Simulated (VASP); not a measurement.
Crystal: Sb.

```
Sb
1.0
     2.15420    1.24373    3.75800
    -2.15420    1.24373    3.75800
     0.00000   -2.48746    3.75800
Sb
2
Cartesian
  0.0000 0.0000 2.6324
  0.0000 0.0000 8.6416
```

* Program: VASP 6.6.1
* Task: relaxation of cell and atoms
* Functional: PBE
* Dispersion: D4
* Potentials or basis: VASP PAW PBE potentials, release 64 (Sb)
* Cutoff: 520 eV
* k mesh: 9 × 9 × 9
* Occupations: gaussian, width 0.02 eV
* Spin: no spin polarisation

At the start: pressure 0.2 GPa; volume 30.21 Å³/atom.

Question: Where does the relaxation end?

Answer: Over 15 steps the energy falls by 3.8 meV/atom and the volume is 29.85 Å³/atom (-1.2 %); space group R-3m (No. 166, to 0.05 Å).

Step by step:
| step | energy change (eV) | largest force (eV/Å) | pressure (GPa) | volume (Å³) |
| --- | --- | --- | --- | --- |
| 1 | 0.0000 | 0.2117 | 0.21 | 60.41 |
| 2 | -0.0034 | 0.0810 | -0.44 | 60.76 |
| 3 | -0.0036 | 0.0420 | -0.64 | 60.87 |
| 4 | -0.0063 | 0.0195 | -0.34 | 60.32 |
| 5 | -0.0074 | 0.0001 | -0.06 | 59.82 |
| 6 | -0.0074 | 0.0062 | 0.05 | 59.65 |
| 7 | -0.0075 | 0.0090 | 0.01 | 59.68 |
| 8 | -0.0075 | 0.0114 | -0.03 | 59.70 |
| 9 | -0.0075 | 0.0024 | 0.02 | 59.65 |
| 10 | -0.0075 | 0.0041 | 0.01 | 59.66 |
| 11 | -0.0075 | 0.0028 | 0.00 | 59.68 |
| 12 | -0.0075 | 0.0017 | -0.01 | 59.69 |
| 13 | -0.0075 | 0.0004 | 0.00 | 59.68 |
| 14 | -0.0075 | 0.0005 | 0.00 | 59.68 |
| 15 | -0.0075 | 0.0003 | 0.00 | 59.69 |

Final structure:
```
CELL_PARAMETERS angstrom
2.16280 1.24869 3.68373
-2.16280 1.24869 3.68373
0.00000 -2.49739 3.68373
ATOMIC_POSITIONS crystal
Sb 0.23612 0.23612 0.23612
Sb 0.76388 0.76388 0.76388
```
